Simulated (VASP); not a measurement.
All values below come from PBEsol GGA with spin-orbit coupling, VASP's PBE PAW potentials (set 64) (plane waves; VASP).

VASP ran on this input.

**INCAR**
```
SYSTEM=TaNi3
PREC=Accurate; ENCUT=300; LREAL=.False.
LASPH=.True.
EDIFF=1E-6; NELM=100; ALGO=Normal
LMAXMIX=6
ISMEAR=0; SIGMA=0.05
GGA=PS; GGA_COMPAT=.False.
MAGMOM=2*0.0 2.0 2*0.0 2.0 2*0.0 2.0 3*0.0
LSORBIT=.True.; LNONCOLLINEAR=.True.
ISIF=2
LWAVE=.False.; LCHARG=.False.; LORBIT=11
```

POSCAR:
```
TaNi3
1
   -1.8135000000     1.8135000000     3.7275000000
    1.8135000000    -1.8135000000     3.7275000000
    1.8135000000     1.8135000000    -3.7275000000
Ni Ta
3 1
Direct
  0.7500000000   0.2500000000   0.5000000000
  0.2500000000   0.7500000000   0.5000000000
  0.5000000000   0.5000000000   0.0000000000
  0.0000000000   0.0000000000   0.0000000000
```

### KPOINTS
```
Automatic mesh
0
Gamma
7 7 7
0 0 0
```

POTCAR, in this order: Ni Ta_pv (PBE.64 set). Program: vasp_ncl.

### Question
What will the output report for the number of irreducible k-points (NKPTS), largest plane-wave count, number of space-group operations, FFT grid (NGX, NGY, NGZ)?

### Answer

```json
{
  "number of irreducible k-points (NKPTS)": "52",
  "largest_plane_wave_count": "1170",
  "number_of_space_group_operations": "8",
  "FFT grid (NGX, NGY, NGZ)": "28 × 28 × 28"
}
```

The structure comes from a measured TaNi3 entry of the Crystallography Open Database, whose conditions weren't checked. The cell was not relaxed at this level. The k-mesh is coarse (spacing up to 0.35 per Å, 2π included), so the numbers may not be converged in it. The run is one of a series of settings (GGA_COMPAT = .FALSE., ISPIN removed, LNONCOLLINEAR = .TRUE., LSORBIT = .TRUE., MAGMOM = 0.0 0.0 2.0 0.0 0.0 2.0 0.0 0.0 2.0 0.0 0.0 0.0, program vasp_ncl against the base run), some of them coarse on purpose.
